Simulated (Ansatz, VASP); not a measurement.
## Cross-check of Hf7Si (Hf(0001)-(2x1)-Si surface alloy) between VASP and Ansatz

Aim: how closely do two programs agree when they are given the same cell, functional and k mesh? The cell is taken from a series of runs on this material, whose earlier steps may have relaxed, scaled, displaced or heated it; both programs get it as it stands.

Method: plane waves, with VASP 6.6.1 beside it; PBE, in Ansatz 0.2.0.

**1. The structure**

The cell holds 8 atoms: 7 Hf and 1 Si. Its edges and angles: a = 6.400 Å, b = 3.200 Å, c = 24.894 Å, α = 90.0°, β = 90.0°, γ = 60.0°. Vacuum lies along c.

**2. VASP: single point, PBE**

With cell and atoms fixed, the geometry can't cause a difference; cores, projectors, grids and the points listed under the comparison can.

Lines of VASP's logs that name or quote its potential files are left out, and so is its time.

The input, INCAR:

```
SYSTEM = Hf7Si
PREC = Accurate
ENCUT = 400
EDIFF = 1E-06
NELM = 120
ISMEAR = -1
SIGMA = 0.05
LREAL = .FALSE.
ALGO = Normal
GGA = PE
NBANDS = 45
LASPH = .TRUE.
LORBIT = 11
LWAVE = .FALSE.
LCHARG = .FALSE.
ISIF = 2
LDIPOL = .TRUE.
IDIPOL = 3
DIPOL = 0.5 0.5 0.493
LVHAR = .TRUE.
GGA_COMPAT = .FALSE.
NELMDL = -8
KPAR = 2
```

The input, POSCAR:

```
Hf7Si
1.0
    6.4000000000      0.0000000000      0.0000000000
    1.6000000000      2.7712812921      0.0000000000
    0.0000000000      0.0000000000     24.8936000000
Hf Si
7 1
Direct
    0.3333333300      0.6666666700      0.3414532249
    0.8333333300      0.6666666700      0.3414532249
    0.0000000000      0.0000000000      0.4431339782
    0.5000000000      0.0000000000      0.4431339782
    0.3351701795      0.6648298205      0.5517604677
    0.8369753400      0.6630246600      0.5434076532
    0.9504047009      0.0495952991      0.6418830084
    0.5260544843      0.9739455157      0.6373393871
```

The input, KPOINTS:

```
Automatic mesh
0
Gamma
12 24 1
0 0 0
```

PAW data sets: Hf_pv and Si (PBE family, release 64).

The run is started by

```console
$ mpirun -np 2 vasp_std
```

Numbers of over 12 decimals in the logs are rounded to 6 here.

The program printed:

```text
[banner, memory and clock lines left out]
running    2 mpi-ranks, on    1 nodes
 distrk:  each k-point on    1 cores,    2 groups
 distr:  one band on    1 cores,    1 groups

 POSCAR found type information on POSCAR HfSi
 POSCAR found :  2 types and       8 ions
 LDA part: xc-table for (Slater+PW92), standard interpolation
 POSCAR, INCAR and KPOINTS ok, starting setup
 FFT: planning ... GRIDC
 FFT: planning ... GRID_SOFT
 FFT: planning ... GRID
 WAVECAR not read
 entering main loop
       N       E                     dE             d eps       ncg     rms          rms(c)
DAV:   1     0.274851069181E+03    0.27485E+03   -0.36048E+04 10426   0.112E+03
DAV:   2    -0.529894175272E+02   -0.32784E+03   -0.32034E+03  8993   0.277E+02
DAV:   3    -0.766115362518E+02   -0.23622E+02   -0.22781E+02 10136   0.538E+01
DAV:   4    -0.780340851788E+02   -0.14225E+01   -0.13830E+01 11132   0.113E+01
DAV:   5    -0.780841005046E+02   -0.50015E-01   -0.49399E-01 10726   0.195E+00
DAV:   6    -0.780867948910E+02   -0.26944E-02   -0.26800E-02 11124   0.406E-01
DAV:   7    -0.780869181765E+02   -0.12329E-03   -0.12291E-03 10779   0.841E-02
DAV:   8    -0.780869271945E+02   -0.90180E-05   -0.89973E-05 11020   0.193E-02    0.120E+02
DAV:   9    -0.937525899708E+02   -0.15666E+02   -0.13765E+02 11521   0.343E+01    0.716E+01
DAV:  10    -0.337159571116E+03   -0.24341E+03   -0.40419E+03 10694   0.911E+01    0.784E+01
DAV:  11    -0.109929756852E+03    0.22723E+03   -0.14754E+03 11878   0.851E+01    0.707E+01
DAV:  12    -0.895036084070E+02    0.20426E+02   -0.26880E+02 10122   0.414E+01    0.654E+01
DAV:  13    -0.838433119795E+02    0.56603E+01   -0.39126E+01 10404   0.153E+01    0.505E+01
DAV:  14    -0.794624160080E+02    0.43809E+01   -0.55622E+00 11276   0.518E+00    0.393E+01
[...]
DAV:  45    -0.717083995099E+02   -0.69717E-05   -0.18202E-05  8164   0.111E-02    0.239E-02
DAV:  46    -0.717084053424E+02   -0.58325E-05   -0.14736E-06  5385   0.486E-03    0.315E-02
DAV:  47    -0.717084145017E+02   -0.91593E-05   -0.21886E-06  5283   0.332E-03    0.195E-02
DAV:  48    -0.717084193173E+02   -0.48156E-05   -0.50338E-07  5094   0.231E-03    0.116E-02
DAV:  49    -0.717084239475E+02   -0.46301E-05   -0.93532E-07  4629   0.261E-03    0.304E-03
DAV:  50    -0.717084270821E+02   -0.31347E-05   -0.44995E-07  4552   0.191E-03    0.632E-03
DAV:  51    -0.717084287114E+02   -0.16292E-05   -0.62497E-07  4533   0.209E-03    0.118E-03
DAV:  52    -0.717084294732E+02   -0.76181E-06   -0.14797E-07  4265   0.100E-03
   1 F= -.71708429E+02 E0= -.71660596E+02  d E =-.956672E-01
```

Parts of OUTCAR (step 2):

```text
ion  position               nearest neighbor table
   1  0.333  0.667  0.341-   3 3.13   4 3.13   4 3.13   2 3.20   2 3.20   2 3.20   2 3.20
   2  0.833  0.667  0.341-   4 3.13   3 3.13   3 3.13   1 3.20   1 3.20   1 3.20   1 3.20
   3  0.000  0.000  0.443-   6 3.10   6 3.10   1 3.13   2 3.13   2 3.13   4 3.20   4 3.20   4 3.20
                             4 3.20   5 3.28
   4  0.500  0.000  0.443-   6 3.12   2 3.13   1 3.13   1 3.13   3 3.20   3 3.20   3 3.20   3 3.20
                             5 3.27   5 3.27
   5  0.335  0.665  0.552-   8 2.87   8 2.87   7 3.10   6 3.20   6 3.20   6 3.22   6 3.22   4 3.27
                             4 3.27   3 3.28
   6  0.837  0.663  0.543-   8 2.90   7 2.99   7 2.99   3 3.10   3 3.10   4 3.12   5 3.20   5 3.20
                             5 3.22   5 3.22
   7  0.950  0.050  0.642-   8 2.85   8 2.85   6 2.99   6 2.99   5 3.10
   8  0.526  0.974  0.637-   7 2.85   7 2.85   5 2.87   5 2.87   6 2.90

  LATTYP: Found a simple orthorhombic cell.
 ALAT       =     3.2000000000
 B/A-ratio  =     1.7320508076
 C/A-ratio  =     7.7792500000

 Subroutine GETGRP returns: Found  2 space group operations
 (whereof  2 operations were pure point group operations)

The static configuration has the point symmetry C_1h.

 Found     85 irreducible k-points:

   k-points           NKPTS =     85   k-points in BZ     NKDIM =     85   number of bands    NBANDS=     45

   dimension x,y,z NGX =    42 NGY =   24 NGZ =  162
   dimension x,y,z NGXF=    84 NGYF=   48 NGZF=  324

   ENCUT  =  400.0 eV  29.40 Ry    5.42 a.u.  10.44  5.22 40.60*2*pi/ulx,y,z

   NELECT =      74.0000    total number of electrons

 k-points in reciprocal lattice and weights: Automatic mesh
   0.00000000  0.00000000  0.00000000       0.003
   0.08333333  0.00000000  0.00000000       0.007
   0.16666667 -0.00000000  0.00000000       0.007
   0.25000000 -0.00000000  0.00000000       0.007
   0.33333333 -0.00000000  0.00000000       0.007
   0.41666667  0.00000000  0.00000000       0.007
   0.50000000 -0.00000000  0.00000000       0.003
   0.00000000  0.04166667  0.00000000       0.014
   0.16666667  0.04166667  0.00000000       0.014
[...]
0.41666667  0.50000000  0.00000000       0.007
   0.50000000  0.50000000  0.00000000       0.003

 dipolmoment           0.000000      0.000000     -0.047850 electrons x Angstroem

 average (electrostatic) potential at core
       1 -43.0540       2 -43.0614       3 -42.5469       4 -42.6463       5 -42.7784
       6 -42.3767       7 -43.3479       8 -89.7223

 E-fermi :  -0.3929

 k-point     1 :       0.0000    0.0000    0.0000
  band No.  band energies     occupation
    ...
     30      -2.5497      2.00000
     31      -1.8502      2.00000
     32      -1.2967      2.00000
     33      -1.1981      2.00000
     34      -0.4605      1.58888
     35      -0.2197      0.06064
     36      -0.0695      0.00310
     37       0.0246      0.00047
     38       0.3474      0.00000
     39       0.6365      0.00000
    ...

 k-point     2 :       0.0833    0.0000    0.0000
  band No.  band energies     occupation
    ...
     30      -2.5232      2.00000
     31      -1.8348      2.00000
     32      -1.3117      2.00000
     33      -1.1931      2.00000
     34      -0.4840      1.72132
     35      -0.2292      0.07293
     36      -0.1102      0.00698
     37       0.0089      0.00065
     38       0.3372      0.00000
     39       0.6053      0.00000
    ...

 k-point     3 :       0.1667   -0.0000    0.0000
  band No.  band energies     occupation
    ...
     30      -2.4344      2.00000
     31      -1.7820      2.00000
     32      -1.3267      2.00000
     33      -1.1816      2.00000
     34      -0.5708      1.94460
     35      -0.2742      0.17028
     36      -0.1995      0.04095
     37      -0.0243      0.00126
     38       0.3073      0.00000
     39       0.4680      0.00000
    ...

  Total       -7.5842445     -7.4278027     -3.7315331      0.1354825      0.0634413     -0.1098823
  in kB      -27.5216594    -26.9539645    -13.5409641      0.4916382      0.2302155     -0.3987402
  external PRESSURE =     -22.6721960 kB  Pullay stress =       0.0000000 kB

  energy-cutoff  :      400.00
  volume of cell :      441.52
      direct lattice vectors                 reciprocal lattice vectors
     6.400000000  0.000000000  0.000000000     0.156250000 -0.090210980  0.000000000
     1.600000000  2.771281292  0.000000000     0.000000000  0.360843918  0.000000000
     0.000000000  0.000000000 24.893600000     0.000000000  0.000000000  0.040170968

 POSITION                                       TOTAL-FORCE (eV/Angst)
 -----------------------------------------------------------------------------------
      3.20000      1.84752      8.50000         0.052442     -0.030277      0.713192
      6.40000      1.84752      8.50000        -0.012088      0.006979      0.605941
      0.00000      0.00000     11.03120         0.257329     -0.148569     -1.001144
      3.20000      0.00000     11.03120        -0.296035      0.170916     -0.270355
      3.20882      1.84243     13.73530        -0.032037      0.018497     -0.002209
      6.41748      1.83743     13.52737         0.028799     -0.016627      0.033231
      6.16194      0.13744     15.97878        -0.007734      0.004465     -0.065217
      4.92506      2.69908     15.86567         0.009326     -0.005384     -0.013439
 -----------------------------------------------------------------------------------
    total drift:                                0.000016     -0.000002      0.001567

  FREE ENERGIE OF THE ION-ELECTRON SYSTEM (eV)
  ---------------------------------------------------
  free  energy   TOTEN  =       -71.7084294732 eV

  energy  without entropy=      -71.6127623069  energy(sigma->0) =      -71.66059589

 vacuum level on the upper side and lower side of the slab         3.510         3.998

 total charge
# of ion       s       p       d       tot
------------------------------------------
    1        0.409   6.255   1.491   8.155
    2        0.410   6.254   1.492   8.155
    3        0.391   6.387   1.537   8.315
    4        0.386   6.383   1.507   8.276
    5        0.365   6.369   1.516   8.250
    6        0.386   6.416   1.585   8.387
    7        0.383   6.222   1.521   8.127
    8        0.796   0.776   0.000   1.572
--------------------------------------------------
tot          3.526  45.063  10.649  59.237

[... 3 further parts left out ...]
```

Harder data sets than Hf_pv exist (the GW ones), and pressures, volumes and forces can shift noticeably with them.

(Part 1 of 2 ends here.)

[Lines on the potential files, build, host, timing and source positions are cut from VASP's logs without a mark.]

[Logs are printed without paths, hosts, clocks, repeated set-up lines and the standing remarks that a program may print on its own settings, such as how far it seeks lower states.]

[Hosts, paths, dates, database ids (printed as entryN), source tags and the programs' standing remarks are cut or masked in the printed files.]
